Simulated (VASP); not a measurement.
# SiNi3 with LDA: from relaxation to properties

Wanted: the relaxed cell of SiNi3 and its properties. The steps: magnetic start: ferromagnetic, magnetic start: antiferromagnetic within the cell, magnetic start: antiferromagnetic, q = (0, 0, 1/2), magnetic start: antiferromagnetic, q = (1/2, 1/2, 1/2), magnetic start: antiferromagnetic, q = (1/2, 1/2, 0), the orders side by side, relaxing cell and atoms (LDA), second relaxation, single point with fields (LDA), bands along the symmetry lines (LDA), density of states (LDA), volume scan with LDA, fit for LDA, independent-particle dielectric function (LDA) and bands along the symmetry lines (LDA) with a changed input. The start is a computed cell from the Materials Project.

Calculated with VASP 6.6.1; LDA, spin-polarised from a ferromagnetic start; plane waves and PAW (Si, Ni), in the first sound run; inputs show where later runs differ.

Most raw output is cut from this account.

### Step 1. Starting point

The structure is cubic, space group Pm-3m (No. 221). The conventional cell has a = 3.464 Å, b = 3.464 Å, c = 3.464 Å, α = 90.00°, β = 90.00°, γ = 90.00°. Nearest to Si lie 12 Ni at 2.45 Å. Ni has 4 Si at 2.45 Å and 8 Ni at 2.45 Å nearest. Farther neighbours are not listed.

Coordinates:

```
Si Ni
1.0
     3.46374    0.00000    0.00000
     0.00000    3.46374    0.00000
     0.00000    0.00000    3.46374
Si Ni
1 3
Direct
  0.00000 0.00000 0.00000
  0.00000 0.50000 0.50000
  0.50000 0.50000 0.00000
  0.50000 0.00000 0.50000
```

### Step 2. Magnetic start: ferromagnetic

The properties of a magnet depend on its order, so a few collinear patterns are compared first on the cell as listed, beginning with all moments parallel. LDA, the lowest rung, knows the local density alone.

INCAR reads:

```
SYSTEM = SiNi3
PREC = Accurate
ENCUT = 400
EDIFF = 1E-06
NELM = 100
ISMEAR = 1
SIGMA = 0.2
LREAL = .FALSE.
ALGO = Normal
GGA = CA
NBANDS = 27
ISPIN = 2
MAGMOM = 0 1 1 1
LASPH = .TRUE.
LMAXMIX = 4
LORBIT = 11
LWAVE = .FALSE.
LCHARG = .FALSE.
KPAR = 8
ISIF = 2
```

POSCAR reads:

```
SiNi3
1.0
    3.4637400600      0.0000000000      0.0000000000
    0.0000000000      3.4637400600      0.0000000000
    0.0000000000      0.0000000000      3.4637400600
Si Ni
1 3
Direct
    0.0000000000      0.0000000000      0.0000000000
    0.0000000000      0.5000000000      0.5000000000
    0.5000000000      0.5000000000      0.0000000000
    0.5000000000      0.0000000000      0.5000000000
```

KPOINTS reads:

```
Automatic mesh
0
Gamma
7 7 7
0 0 0
```

PAW data sets: Si and Ni (LDA family, release 64).

Command:

```
mpirun -np 8 vasp_std
```

The job ended after 11 s (8 MPI ranks of AMD EPYC 7R43, shared host; peak memory 0.98 GiB).

The k-mesh is coarse for a metal. At this level the cell is under a tension of 7.7 GPa, so at these settings it is away from equilibrium.

Numbers from this step:

```yaml
scf_cycles: 14
electrons: 34
bands: 27
irreducible_k_points: 20
symmetry_operations: 48
free_energy_toten: -27.90 eV
energy_at_zero_smearing: -27.90 eV
fermi_energy: 10.97 eV
pressure: -7.699 GPa
metallic_judged_on_the_points_sampled: yes
```

The spin moment in the PAW sphere vanishes on all atoms.

The moments fall under 0.1 μB, and the mesh shows no gap.

### Step 3. Magnetic start: antiferromagnetic within the cell

This step: LDA, spin-polarised from a ferrimagnetic start; plane waves and PAW (Si, Ni) (VASP 6.6.1).

Next, a pattern with opposite moments.

INCAR: that of step 2 with these lines changed.

```diff
@@ -10,5 +10,5 @@
 GGA = CA
-NBANDS = 27
+NBANDS = 26
 ISPIN = 2
-MAGMOM = 0 1 1 1
+MAGMOM = 0 1 -1 1
 LASPH = .TRUE.
```

POSCAR is that of step 2.

KPOINTS is that of step 2.

Command:

```
mpirun -np 8 vasp_std
```

The job ended after 14 s (8 MPI ranks; peak memory 1.1 GiB).

This step gave:

- SCF cycles: 16
- bands: 26
- irreducible k-points: 40
- symmetry operations: 16
- pressure: -7.743 GPa

The energy lies +0.0 meV an atom from the first pattern, and both runs end without moments, so a difference comes from cell, mesh or thresholds alone. The moments fall under 0.1 μB, and the mesh shows no gap.

### Step 4. Magnetic start: antiferromagnetic, q = (0, 0, 1/2)

This step: LDA, spin-polarised from an antiferromagnetic start; plane waves and PAW (Si, Ni) (VASP 6.6.1).

System of this step: SiNi3. The structure is cubic, space group Pm-3m (No. 221). Conventional cell: a = 3.464 Å, b = 3.464 Å, c = 3.464 Å, α = 90.00°, β = 90.00°, γ = 90.00°. Nearest to Si lie 12 Ni at 2.45 Å. Ni has 8 Ni at 2.45 Å and 4 Si at 2.45 Å nearest. Nearest to Ni lie 8 Ni at 2.45 Å and 4 Si at 2.45 Å. Farther neighbours are not listed.

Next, a pattern with opposite moments, which needs a doubled cell; q is given in the reciprocal vectors of the primitive cell.

INCAR: that of step 3 with these lines changed.

```diff
@@ -10,5 +10,5 @@
 GGA = CA
-NBANDS = 26
+NBANDS = 46
 ISPIN = 2
-MAGMOM = 0 1 -1 1
+MAGMOM = 0 0 1 -1 1 -1 1 -1
 LASPH = .TRUE.
```

POSCAR reads:

```
SiNi3
1.0
    3.4637400600      0.0000000000      0.0000000000
    0.0000000000      3.4637400600      0.0000000000
    0.0000000000      0.0000000000      6.9274801200
Si Ni
2 6
Direct
    0.0000000000      0.0000000000      0.0000000000
    0.0000000000      0.0000000000      0.5000000000
    0.0000000000      0.5000000000      0.2500000000
    0.0000000000      0.5000000000      0.7500000000
    0.5000000000      0.5000000000      0.0000000000
    0.5000000000      0.5000000000      0.5000000000
    0.5000000000      0.0000000000      0.2500000000
    0.5000000000      0.0000000000      0.7500000000
```

KPOINTS reads:

```
Automatic mesh
0
Gamma
7 7 4
0 0 0
```

Command:

```
mpirun -np 8 vasp_std
```

It took 38 s on 8 MPI ranks; peak memory 1.8 GiB.

Numbers from this step:

```yaml
electrons: 68
bands: 46
irreducible_k_points: 30
symmetry_operations: 8
free_energy_toten: -55.8021 eV
energy_at_zero_smearing: -55.8056 eV
pressure: -7.714 GPa
```

The spin moment in the PAW sphere vanishes on all atoms.

The energy lies +0.4 meV an atom from the first pattern, and both runs end without moments, so a difference comes from cell, mesh or thresholds alone. The moments fall under 0.1 μB, and the mesh shows no gap.

### Step 5. Magnetic start: antiferromagnetic, q = (1/2, 1/2, 1/2)

INCAR is that of step 4.

POSCAR reads:

```
SiNi3
1.0
    6.9274801200      0.0000000000      0.0000000000
    3.4637400600      3.4637400600      0.0000000000
    3.4637400600      0.0000000000      3.4637400600
Si Ni
2 6
Direct
    0.0000000000      0.0000000000      0.0000000000
    0.5000000000      0.0000000000      0.0000000000
    0.5000000000      0.5000000000      0.5000000000
    0.0000000000      0.5000000000      0.5000000000
    0.0000000000      0.5000000000      0.0000000000
    0.5000000000      0.5000000000      0.0000000000
    0.0000000000      0.0000000000      0.5000000000
    0.5000000000      0.0000000000      0.5000000000
```

KPOINTS reads:

```
Automatic mesh
0
Gamma
7 7 7
0 0 0
```

Command:

```
mpirun -np 8 vasp_std
```

Wall time 55 s (8 MPI ranks); peak memory 2.1 GiB.

Numbers from this step:

```yaml
scf_cycles: 15
irreducible_k_points: 44
symmetry_operations: 12
free_energy_toten: -55.7971 eV
energy_at_zero_smearing: -55.8010 eV
fermi_energy: 10.98 eV
pressure: -7.746 GPa
```

The energy lies +1.0 meV an atom from the first pattern, and both runs end without moments, so a difference comes from cell, mesh or thresholds alone. The moments fall under 0.1 μB, and the mesh shows no gap.

### Step 6. Magnetic start: antiferromagnetic, q = (1/2, 1/2, 0)

INCAR is that of step 5.

POSCAR reads:

```
SiNi3
1.0
    6.9274801200      0.0000000000      0.0000000000
    3.4637400600      3.4637400600      0.0000000000
    0.0000000000      0.0000000000      3.4637400600
Si Ni
2 6
Direct
    0.0000000000      0.0000000000      0.0000000000
    0.5000000000      0.0000000000      0.0000000000
    0.7500000000      0.5000000000      0.5000000000
    0.2500000000      0.5000000000      0.5000000000
    0.0000000000      0.5000000000      0.0000000000
    0.5000000000      0.5000000000      0.0000000000
    0.2500000000      0.0000000000      0.5000000000
    0.7500000000      0.0000000000      0.5000000000
```

KPOINTS is that of step 5.

Command:

```
mpirun -np 8 vasp_std
```

Run time: 64 s. Hardware: 8 MPI ranks; peak memory 2.7 GiB.

This step gave:

```yaml
scf_cycles: 17
irreducible_k_points: 64
symmetry_operations: 4
free_energy_toten: -55.7998 eV
energy_at_zero_smearing: -55.8032 eV
fermi_energy: 10.97 eV
pressure: -7.734 GPa
```

The energy lies +0.7 meV an atom from the first pattern, and both runs end without moments, so a difference comes from cell, mesh or thresholds alone. The moments fall under 0.1 μB, and the mesh shows no gap.

### Step 7. The orders side by side

This step: collinear orders at LDA; plane waves and PAW (VASP 6.6.1).

Derived from the runs above.

Patterns, by row:

```csv
start,atoms,energy less that of the first (meV/atom),largest site moment (μB),end state
ferromagnetic,4,0,0,non-magnetic
antiferromagnetic within the cell,4,0,0,non-magnetic
"antiferromagnetic, q = (0, 0, 1/2)",8,0.4,0,non-magnetic
"antiferromagnetic, q = (1/2, 1/2, 1/2)",8,1,0,non-magnetic
"antiferromagnetic, q = (1/2, 1/2, 0)",8,0.7,0,non-magnetic
```

All patterns lost their moments. Runs that ended non-magnetic differ by up to 1.0 meV an atom among themselves, which can come from the unlike meshes of the cells or from a run that isn't fully settled. The session goes on with moments started at or near zero.

### Step 8. Relaxing cell and atoms (LDA)

This step: LDA, zero-moment start; plane waves and PAW (Si, Ni) (VASP 6.6.1).

System of this step: SiNi3. It takes space group Pm-3m (No. 221, cubic). Conventional cell: a = 3.464 Å, b = 3.464 Å, c = 3.464 Å, α = 90.00°, β = 90.00°, γ = 90.00°. Nearest to Si lie 12 Ni at 2.45 Å. Nearest to Ni lie 4 Si at 2.45 Å and 8 Ni at 2.45 Å. Farther neighbours are not listed.

The start need not lie at this functional's minimum. ISIF = 3 frees volume, shape and positions, and EDIFFG sets the threshold on forces and stress at which the search stops.

INCAR: that of step 6 with these lines changed.

```diff
@@ -10,5 +10,5 @@
 GGA = CA
-NBANDS = 46
+NBANDS = 25
 ISPIN = 2
-MAGMOM = 0 0 1 -1 1 -1 1 -1
+MAGMOM = -0 0 0 0
 LASPH = .TRUE.
@@ -19,2 +19,5 @@
 KPAR = 8
-ISIF = 2
+IBRION = 2
+NSW = 60
+ISIF = 3
+EDIFFG = -0.01
```

POSCAR reads:

```
SiNi3
1.0
    3.4637400600      0.0000000000      0.0000000000
    0.0000000000      3.4637400600      0.0000000000
    0.0000000000      0.0000000000      3.4637400600
Si Ni
1 3
Direct
    0.0000000000      0.0000000000      0.0000000000
    0.0000000000      0.5000000000      0.5000000000
    0.5000000000      0.5000000000      0.0000000000
    0.5000000000      0.0000000000      0.5000000000
```

KPOINTS reads:

```
Automatic mesh
0
Gamma
8 8 8
0 0 0
```

Command:

```
mpirun -np 8 vasp_std
```

Run time: 21 s. Hardware: 8 MPI ranks; peak memory 1.1 GiB.

This run allows spin, but its moments start at zero, where symmetry between the spins tends to hold them, which is where the search above led. The run keeps the 48 symmetry operations of its start, so it cannot find a distortion of lower symmetry.

Step by step:

```csv
step,energy less that of the first step (eV),largest force (eV/Å),pressure (GPa),volume (Å³)
1,0.0000,0.0000,-7.77,41.56
2,0.0278,0.0000,12.08,38.60
3,-0.0323,0.0000,-0.20,40.27
4,-0.0323,0.0000,0.09,40.24
```

```csv
"conventional cell, symmetrised",before,after,change
a (Å),3.464,3.427,-1.1 %
b (Å),3.464,3.427,-1.1 %
c (Å),3.464,3.427,-1.1 %
volume (Å³/atom),10.39,10.06,-3.2 %
```

Final coordinates:

```cif
data_structure
_symmetry_space_group_name_H-M 'P 1'
_symmetry_Int_Tables_number 1
_cell_length_a 3.4268
_cell_length_b 3.4268
_cell_length_c 3.4268
_cell_angle_alpha 90.000
_cell_angle_beta 90.000
_cell_angle_gamma 90.000
_cell_volume 40.24
loop_
_atom_site_label
_atom_site_type_symbol
_atom_site_fract_x
_atom_site_fract_y
_atom_site_fract_z
_atom_site_occupancy
Si1 Si 0.00000 0.00000 0.00000 1
Ni2 Ni 0.00000 0.50000 0.50000 1
Ni3 Ni 0.50000 0.50000 0.00000 1
Ni4 Ni 0.50000 0.00000 0.50000 1
```

Numbers from this step:

* electrons: 34
* bands: 25
* irreducible k-points: 35
* symmetry operations: 48
* free energy (TOTEN): -27.93 eV
* energy at zero smearing: -27.93 eV
* Fermi energy: 11.48 eV
* pressure: 0.08598 GPa
* SCF cycles over all ionic steps: 36

It ends with forces that vanish by symmetry and a pressure of 0.09 GPa.

### Step 9. Second relaxation

The basis stayed that of the start cell while the cell moved. A rerun from the cell reached resets it; the error of the finite cutoff stays.

INCAR is that of step 8.

POSCAR reads:

```
SiNi3
1.0
    3.4268087615      0.0000000000      0.0000000000
    0.0000000000      3.4268087615      0.0000000000
    0.0000000000      0.0000000000      3.4268087615
Si Ni
1 3
Direct
    0.0000000000      0.0000000000      0.0000000000
    0.0000000000      0.5000000000      0.5000000000
    0.5000000000      0.5000000000      0.0000000000
    0.5000000000      0.0000000000      0.5000000000
```

KPOINTS is that of step 8.

Command:

```
mpirun -np 8 vasp_std
```

The job ended after 8.2 s (8 MPI ranks; peak memory 1.1 GiB).

Little changed from the start: no atom moved by 0.005 Å and no cell edge by 0.1 %.

Numbers from this step:

- pressure: -0.07893 GPa
- SCF cycles over all ionic steps: 14

It ends with forces that vanish by symmetry and a pressure of -0.08 GPa. The volume moved by under 0.01 %: the run met its threshold at the first step.

### Step 10. Single point with fields (LDA)

The relaxed cell gets a fresh self-consistent run, on a basis set for its own volume, to fix the density and to check the remaining stress.

INCAR: that of step 9 with these lines changed.

```diff
@@ -17,7 +17,5 @@
 LWAVE = .FALSE.
-LCHARG = .FALSE.
-KPAR = 8
-IBRION = 2
-NSW = 60
-ISIF = 3
-EDIFFG = -0.01
+LCHARG = .TRUE.
+ISIF = 2
+LELF = .TRUE.
+LVHAR = .TRUE.
```

POSCAR is that of step 9.

KPOINTS is that of step 9.

Command:

```
mpirun -np 8 vasp_std
```

Wall time 14 s (8 MPI ranks); peak memory 0.68 GiB; 1.8 min of CPU time.

With spin, VASP writes an ELF for each channel.

This step gave:

```yaml
scf_cycles: 14
bands: 32
pressure: -0.002406 GPa
```

Valence electrons inside each PAW sphere by angular momentum. Sphere charges, by row:

```csv
atom,s (e),p (e),d (e),tot (e)
Si1,0.736,0.862,0,1.598
Ni2,0.521,0.644,8.465,9.63
Ni3,0.521,0.644,8.465,9.63
Ni4,0.521,0.644,8.465,9.63
```

ELF of up spins in the ac plane at fractional y = 0.000, with atoms of Si and Ni within 0.2 Å of it. It is the smooth field of the valence electrons, not physical close to the nuclei.

Values, 14 rows by 14 columns, each cell a mean:
```
0.12 0.22 0.41 0.55 0.52 0.38 0.27 0.23 0.28 0.41 0.54 0.53 0.37 0.19
0.30 0.40 0.54 0.60 0.50 0.35 0.25 0.22 0.26 0.38 0.54 0.60 0.52 0.37
0.50 0.55 0.61 0.57 0.42 0.29 0.23 0.22 0.24 0.31 0.46 0.59 0.60 0.53
0.53 0.54 0.53 0.43 0.31 0.25 0.20 0.17 0.20 0.26 0.34 0.46 0.54 0.54
0.41 0.41 0.37 0.29 0.24 0.15 0.07 0.05 0.08 0.17 0.26 0.31 0.38 0.41
0.28 0.28 0.26 0.24 0.18 0.07 0.01 0.00 0.02 0.08 0.20 0.24 0.26 0.28
0.22 0.23 0.22 0.21 0.15 0.04 0.00 0.02 0.00 0.05 0.17 0.22 0.22 0.23
0.26 0.26 0.24 0.23 0.17 0.06 0.01 0.00 0.01 0.07 0.20 0.23 0.25 0.27
0.38 0.38 0.34 0.28 0.23 0.13 0.06 0.04 0.07 0.15 0.25 0.29 0.35 0.38
0.51 0.52 0.49 0.39 0.29 0.23 0.17 0.15 0.18 0.24 0.31 0.42 0.50 0.52
0.53 0.57 0.60 0.54 0.39 0.28 0.23 0.21 0.24 0.29 0.43 0.57 0.60 0.55
0.35 0.44 0.57 0.60 0.49 0.34 0.24 0.22 0.26 0.37 0.53 0.61 0.54 0.41
0.15 0.25 0.44 0.57 0.52 0.38 0.26 0.23 0.28 0.41 0.54 0.55 0.40 0.22
0.07 0.15 0.35 0.53 0.51 0.38 0.26 0.22 0.28 0.41 0.53 0.50 0.30 0.12
```
Columns run along a (3.4 Å), rows up along c (3.4 Å). Atoms in or near the plane, at fractional coordinates: Si at (0.00, 0.00), Ni at (0.50, 0.50).

Electrostatic potential energy in the ac plane at fractional y = 0.000, with atoms of Si and Ni within 0.2 Å of it. With pseudopotentials it is smooth inside the atoms' cores, unlike the true potential.

Ten even steps from '0' (-101 eV) to '9' (1 eV), each cell a mean:
```
01479999999730
24689999999853
67899999999987
99999888899999
99998754579999
99998521258999
99997300148999
99997410258999
99998643578999
99999877889999
78899999999987
34689999999864
01489999999741
00379999999620
```
Columns run along a (3.4 Å; values clipped at the 3rd and 97th percentile), rows up along c (3.4 Å). Atoms in or near the plane, at fractional coordinates: Si at (0.00, 0.00), Ni at (0.50, 0.50).

Valence density in the ac plane at fractional y = 0.000, with atoms of Si and Ni within 0.2 Å of it. It is the smooth field of the valence electrons, not physical close to the nuclei.

Values in e/Å³, 14 rows by 14 columns, each cell a mean:
```
 0  0  0  0  0  0  0  0  0  0  0  0  0  0
 0  0  0  0  0  0  0  0  0  0  0  0  0  0
 0  0  0  0  0  0  0  0  0  0  0  0  0  0
 0  0  0  0  0  1  1  1  1  1  0  0  0  0
 0  0  0  0  1  2  4  4  3  2  1  0  0  0
 0  0  0  0  1  4  8 10  7  3  1  0  0  0
 0  0  0  0  2  5 11 13 10  4  1  0  0  0
 0  0  0  0  1  4  8 11  8  4  1  0  0  0
 0  0  0  0  1  2  4  5  4  2  1  0  0  0
 0  0  0  0  0  1  1  2  1  1  0  0  0  0
 0  0  0  0  0  0  0  0  0  0  0  0  0  0
 0  0  0  0  0  0  0  0  0  0  0  0  0  0
 0  0  0  0  0  0  0  0  0  0  0  0  0  0
 0  0  0  0  0  0  0  0  0  0  0  0  0  0
```
Columns run along a (3.4 Å), rows up along c (3.4 Å). Atoms in or near the plane, at fractional coordinates: Si at (0.00, 0.00), Ni at (0.50, 0.50).

In this run the pressure is 0.00 GPa, small enough to go on; single stress components reach 0.00 GPa.

### Step 11. Bands along the symmetry lines (LDA)

The mesh alone shows little of the dispersion and can miss band extrema, so KPOINTS_OPT adds a path through the symmetry points after the self-consistent cycle.

INCAR: that of step 10 with these lines changed.

```diff
@@ -10,3 +10,3 @@
 GGA = CA
-NBANDS = 25
+NBANDS = 33
 ISPIN = 2
@@ -17,5 +17,3 @@
 LWAVE = .FALSE.
-LCHARG = .TRUE.
-ISIF = 2
-LELF = .TRUE.
-LVHAR = .TRUE.
+LCHARG = .FALSE.
+KPAR = 8
```

POSCAR is that of step 10.

KPOINTS is that of step 10.

KPOINTS_OPT reads:

```
Line mode
16
Line-mode
Reciprocal
  0.00000000   0.00000000   0.00000000 GAMMA
  0.00000000   0.50000000   0.00000000 X

  0.00000000   0.50000000   0.00000000 X
  0.50000000   0.50000000   0.00000000 M

  0.50000000   0.50000000   0.00000000 M
  0.00000000   0.00000000   0.00000000 GAMMA

  0.00000000   0.00000000   0.00000000 GAMMA
  0.50000000   0.50000000   0.50000000 R

  0.50000000   0.50000000   0.50000000 R
  0.00000000   0.50000000   0.00000000 X

  0.50000000   0.50000000   0.00000000 M
  0.50000000   0.50000000   0.50000000 R
```

Command:

```
mpirun -np 8 vasp_std
```

Run time: 23 s. Hardware: 8 MPI ranks; peak memory 1.4 GiB.

Numbers from this step:

```
bands    : 33
pressure : 0.01960 GPa
```

Both spin channels agree. The electronic bands at the labelled points (eV, zero at the Fermi level; # counts the bands kept in this run):

```csv
point,#14,#15,#16,#17,#18,#19,#20,#21
Γ,-0.65,-0.65,-0.29,0.05,0.05,0.05,5.49,6.74
0.47 of the way,-0.85,-0.68,-0.55,0.05,1.35,1.35,5.86,6.55
X,-1.40,-1.24,-0.57,0.05,3.92,3.92,5.48,5.48
0.53 of the way,-1.28,-0.93,-0.87,-0.56,1.43,2.02,4.74,6.32
M,-1.54,-1.21,-1.10,-1.05,0.76,0.76,6.07,6.72
0.47 of the way,-0.99,-0.97,-0.55,-0.40,0.72,2.96,4.28,6.29
Γ,-0.65,-0.65,-0.29,0.05,0.05,0.05,5.49,6.74
0.53 of the way,-1.10,-1.10,-0.27,-0.15,0.79,0.79,4.56,5.98
R,-1.36,-1.36,-0.48,-0.21,-0.21,-0.21,1.54,4.36
0.47 of the way,-1.20,-1.10,-0.91,-0.30,0.86,1.33,2.56,4.55
X,-1.40,-1.24,-0.57,0.05,3.92,3.92,5.48,5.48
jump to M,-1.54,-1.21,-1.10,-1.05,0.76,0.76,6.07,6.72
0.47 of the way,-1.28,-1.17,-1.17,-0.57,0.33,0.33,3.01,5.59
R,-1.36,-1.36,-0.48,-0.21,-0.21,-0.21,1.54,4.36
```

Of the projections kept (Si, Ni), the largest for each band there, as a share of the weight inside these atoms' spheres; weight between the spheres isn't counted:

```csv
point,#14,#15,#16,#17,#18,#19,#20,#21
Γ,Ni 1.00,Ni 1.00,Ni 1.00,Ni 1.00,Ni 1.00,Ni 1.00,Ni 0.63,Ni 1.00
X,Ni 1.00,Ni 1.00,Ni 1.00,Ni 1.00,Ni 0.62,Ni 0.62,Ni 1.00,Ni 1.00
M,Ni 1.00,Ni 1.00,Ni 0.97,Ni 1.00,Ni 0.96,Ni 0.96,Ni 0.52,Ni 0.63
Γ,Ni 1.00,Ni 1.00,Ni 1.00,Ni 1.00,Ni 1.00,Ni 1.00,Ni 0.63,Ni 1.00
R,Ni 1.00,Ni 1.00,Ni 1.00,Ni 1.00,Ni 1.00,Ni 1.00,Ni 0.73,Ni 1.00
X,Ni 1.00,Ni 1.00,Ni 1.00,Ni 1.00,Ni 0.62,Ni 0.62,Ni 1.00,Ni 1.00
```

There is no gap at this level.

Of the bands kept, 3 cross the Fermi level on this path.

[end of part 1 of 2]

[Lines on the potential files, build, host, timing and source positions are cut from VASP's logs without a mark.]

[Logs are printed without paths, hosts, clocks, repeated set-up lines and the standing remarks that a program may print on its own settings, such as how far it seeks lower states.]

[Hosts, paths, dates, database ids (printed as entryN), source tags and the programs' standing remarks are cut or masked in the printed files.]

[A measured line is paired with the nearest computed mode of its activity, which favours agreement.]

[In band tables of VASP the shares of atoms and orbitals are scaled to a sum of 1 inside the atoms' spheres.]
